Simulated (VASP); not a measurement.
A VASP calculation is set up with these files.

### INCAR
```
SYSTEM = Rb
PREC = Accurate
ENCUT = 400
EDIFF = 1E-6
NELM = 100
ALGO = Normal
LREAL = .FALSE.
LASPH = .TRUE.
ISMEAR = 1
SIGMA = 0.1
GGA = PE
LMAXMIX = 4
LWAVE = .FALSE.
LCHARG = .FALSE.
ISIF = 2
```

### KPOINTS
```
k-points along high-symmetry lines
6
Line-mode
Reciprocal
  0.000000   0.000000   0.000000 ! GAMMA
  0.500000  -0.500000   0.500000 ! H

  0.500000  -0.500000   0.500000 ! H
  0.000000  -0.000000   0.500000 ! N

  0.000000  -0.000000   0.500000 ! N
  0.000000   0.000000   0.000000 ! GAMMA

  0.000000   0.000000   0.000000 ! GAMMA
  0.250000   0.250000   0.250000 ! P

  0.250000   0.250000   0.250000 ! P
  0.500000  -0.500000   0.500000 ! H

  0.250000   0.250000   0.250000 ! P
  0.000000  -0.000000   0.500000 ! N
```

File POSCAR:
```
Rb
1
   -2.8815000000     2.8815000000     2.8815000000
    2.8815000000    -2.8815000000     2.8815000000
    2.8815000000     2.8815000000    -2.8815000000
Rb
1
Direct
  0.0000000000   0.0000000000   0.0000000000
```

POTCAR, in this order: Rb_sv (PBE.64 set). Program: vasp_std.

Does this input run properly? What does VASP do?

There is a fault: a line-mode KPOINTS file was used for a self-consistent run. The run ends without an error. Against the sound run, the energy per atom (σ→0) falls by 0.122 eV/atom; the pressure falls by 0.34 GPa.

standard output:
```
 POSCAR found type information on POSCAR Rb
 POSCAR found :  1 types and       1 ions
 Reading from existing POTCAR
 Reading from existing POTCAR
 LDA part: xc-table for (Slater+PW92), standard interpolation
 POSCAR, INCAR and KPOINTS ok, starting setup
 WAVECAR not read
 entering main loop
       N       E                     dE             d eps       ncg     rms          rms(c)
DAV:   1     0.406955385919E+02    0.40696E+02   -0.29503E+03   576   0.659E+02
DAV:   2     0.106182474056E+01   -0.39634E+02   -0.38627E+02   640   0.126E+02
DAV:   3    -0.100617972147E+01   -0.20680E+01   -0.20661E+01   792   0.336E+01
DAV:   4    -0.105710855427E+01   -0.50929E-01   -0.50571E-01   856   0.459E+00
DAV:   5    -0.105768139871E+01   -0.57284E-03   -0.57263E-03   904   0.306E-01    0.400E-01
DAV:   6    -0.105754474648E+01    0.13665E-03   -0.15636E-03   864   0.265E-01    0.240E-01
DAV:   7    -0.105787751650E+01   -0.33277E-03   -0.24685E-03   784   0.331E-01    0.435E-02
DAV:   8    -0.105796582271E+01   -0.88306E-04   -0.12302E-04   768   0.106E-01    0.103E-02
DAV:   9    -0.105796909505E+01   -0.32723E-05   -0.27415E-06   944   0.134E-02    0.340E-03
DAV:  10    -0.105796948284E+01   -0.38779E-06   -0.56409E-07   496   0.491E-03
   1 F= -.10579695E+01 E0= -.10580684E+01  d E =0.296627E-03
```

File OUTCAR:
```
------------------------ aborting loop because EDIFF is reached ----------------------------------------
  FORCE on cell =-STRESS in cart. coord.  units (eV):
  Direction    XX          YY          ZZ          XY          YZ          ZX
  --------------------------------------------------------------------------------------
  Total       -0.2810100     -0.2810100     -0.2810100     -0.0000000     -0.0000000      0.0000000
  in kB       -4.7045330     -4.7045330     -4.7045330     -0.0000000     -0.0000000      0.0000000
  external PRESSURE =      -4.7045330 kB  Pullay stress =       0.0000000 kB
  volume of cell :       95.70
      direct lattice vectors                 reciprocal lattice vectors
    -2.881500000  2.881500000  2.881500000     0.000000000  0.173520736  0.173520736
     2.881500000 -2.881500000  2.881500000     0.173520736  0.000000000  0.173520736
     2.881500000  2.881500000 -2.881500000     0.173520736  0.173520736  0.000000000
 POSITION                                       TOTAL-FORCE (eV/Angst)
 -----------------------------------------------------------------------------------
      0.00000      0.00000      0.00000         0.000000      0.000000     -0.000000
 -----------------------------------------------------------------------------------
    total drift:                                0.000000     -0.000000     -0.000000
  FREE ENERGIE OF THE ION-ELECTRON SYSTEM (eV)
  ---------------------------------------------------
  free  energy   TOTEN  =        -1.0579694828 eV

  energy  without entropy=       -1.0582661098  energy(sigma->0) =       -1.05806836
```
(Selected blocks of OUTCAR.)

To mend it, correct KPOINTS.
KPOINTS:
```
Automatic mesh
0
Gamma
7 7 7
0 0 0
```
The mended run (PBE GGA, plane waves, VASP's PBE PAW potentials (set 64)) converges, and its OSZICAR ends with
```
   1 F= -.93581693E+00 E0= -.93579332E+00  d E =-.708402E-04
```

The compound is Rb in the bcc structure. The cell was not relaxed at this level.
